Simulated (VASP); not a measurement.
A run of VASP 6.6.1 is set up as follows.

Contents of INCAR:

```
SYSTEM = InSb
ALGO = Normal ; EDIFF = 1E-7
ENCUT = 520 ; GGA = PE
ISIF = 2 ; ISMEAR = 0
LASPH = .TRUE. ; LCHARG = .FALSE.
LREAL = .FALSE. ; LWAVE = .FALSE.
NBANDS = 16 ; NELM = 80
PREC = Accurate ; SIGMA = 0.02
```

The input KPOINTS:

```
k-points
0
G
  8 8 8
  0 0 0
```

File POSCAR:

```
InSb
1.0
    0.0000000000      3.2391000000      3.2391000000
    3.2391000000      0.0000000000      3.2391000000
    3.2391000000      3.2391000000      0.0000000000
In Sb
1 1
Direct
    0.0000000000      0.0000000000      0.0000000000
    0.2500000000      0.2500000000      0.2500000000
```

Potentials or basis: VASP PAW PBE potentials, release 64 (In_d, Sb).

Launch:

```sh
$ cat potpaw_PBE.64/In_d/POTCAR potpaw_PBE.64/Sb/POTCAR > POTCAR
$ mpirun -np 1 vasp_std > vasp.out
```

(1) Predict the band gap on the k mesh.

(2) Predict the pressure.

## Answers

(1) none (metal or under the smearing width).

(2) 3.1 GPa.

Caveat: this crystal is a semiconductor, whose small gap the functional closes, so the metal is an error of the method.

**The experiment to reproduce.**

From “Electronic Structure and Epitaxy of CdTe Shells on InSb Nanowires”, 2021, arxiv:2111.05126, for a bulk crystal of InSb: band gap 0.24 eV.

Against the measured gap of InSb, 0.24 eV (quoted in “Electronic Structure and Epitaxy of CdTe Shells on InSb Nanowires”, 2021, arxiv:2111.05126), the calculated 0.00 eV is off by -0.24 eV. Spin-orbit coupling on In, Sb is left out. The value is that of PBE on a finite k mesh, which can miss the band edges, without temperature or zero-point motion. Semilocal functionals fall short of measured gaps as a rule.
